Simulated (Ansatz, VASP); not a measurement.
**Two plane-wave programs on Mg2C3**

The input POSCAR:

```
Mg2C3
1.0
    2.3870223790     -2.3397687327     -0.1379360920
    2.3870223790      2.3390550131      0.1252477438
   -1.2253611782      0.2732858938      4.8584158892
Mg C
2 3
Direct
    0.8082382625      0.8082382625      0.1984312469
    0.1917617375      0.1917617375      0.8015687531
    0.3041690745      0.3041690745      0.2614645499
    0.6958309255      0.6958309255      0.7385354501
    0.5000000000      0.5000000000      0.5000000000
```

Contents of INCAR.step1:

```
  ALGO = Normal
  EDIFF = 1E-4
  ENCUT = 520
  GGA = PE
  ISMEAR = 0
  LASPH = True
  LCHARG = False
  LREAL = False
  LWAVE = True
  NBANDS = 16
  NELM = 100
  PREC = Accurate
  SIGMA = 0.05
```

Contents of INCAR.step2:

```
  ALGO = Normal
  EDIFF = 1E-7
  ENCUT = 520
  ISIF = 2
  ISMEAR = 0
  ISTART = 1
  LASPH = True
  LCHARG = False
  LMIXTAU = True
  LREAL = False
  LWAVE = False
  METAGGA = R2SCAN
  NBANDS = 16
  NELM = 100
  PREC = Accurate
  SIGMA = 0.05
```

The input KPOINTS:

```
k-points
0
Gamma
  8 8 6
```

Input for Ansatz:

```yaml
crystal:
  lattice:
    - [2.387022379, -2.3397687327, -0.137936092]
    - [2.387022379, 2.3390550131, 0.1252477438]
    - [-1.2253611782, 0.2732858938, 4.8584158892]
  atoms:
    - { symbol: Mg, position: [0.8082382625, 0.8082382625, 0.1984312469] }
    - { symbol: Mg, position: [0.1917617375, 0.1917617375, 0.8015687531] }
    - { symbol: C, position: [0.3041690745, 0.3041690745, 0.2614645499] }
    - { symbol: C, position: [0.6958309255, 0.6958309255, 0.7385354501] }
    - { symbol: C, position: [0.5, 0.5, 0.5] }
basis:
  ecutwfc: 500
kpoints:
  mp_grid: { grid: [8, 8, 6] }
hamiltonian:
  xc: r2scan
scf:
  occupations: { method: gaussian, width: 0.05 }
output:
  forces: true
  stress: true
  eigenvalues: true
```

Change from the starting cell: strain +0.1125 x Voigt [0, 0, 0, 1, 0, 0], atoms carried along.

Alike in both runs: task single point; functional r2SCAN; k mesh 8 × 8 × 6; occupations gaussian, width 0.05 eV; no spin polarisation.

|  | VASP | Ansatz |
| --- | --- | --- |
| version | VASP 6.6.1 | Ansatz 0.2.0 |
| potentials or method | VASP PAW PBE potentials, release 64 (Mg, C) | scalar-relativistic, plane waves, PAW |
| plane-wave cutoff (eV) | 520 | 500 |
| valence electrons in the cell | 16 | 32 |

|  | VASP | Ansatz | Ansatz less VASP |
| --- | --- | --- | --- |
| gap on the k mesh at the Fermi level (eV) | 1.55 | 1.55 | -0.001 |
| least direct gap on the mesh (eV) | 2.27 | 2.27 | +0.002 |
| pressure (GPa) | -0.1 | 0.2 | +0.30 |
| largest component of the traceless stress (GPa) | 9.04 | 9.05 | +0.002 |
| rms of the force components (eV/Å) | 0.123 | 0.126 | +0.0029 |

Atom by atom the forces differ by 0.042 eV/Å (rms over components). The functional is the same, so the differences come from potentials, cutoffs and numerics. The two sets of potentials don't hold the same shells in valence.

Caveats: the PAW data sets were made with another functional, which shifts forces and pressure a little (VASP). A k mesh can miss the band edges.
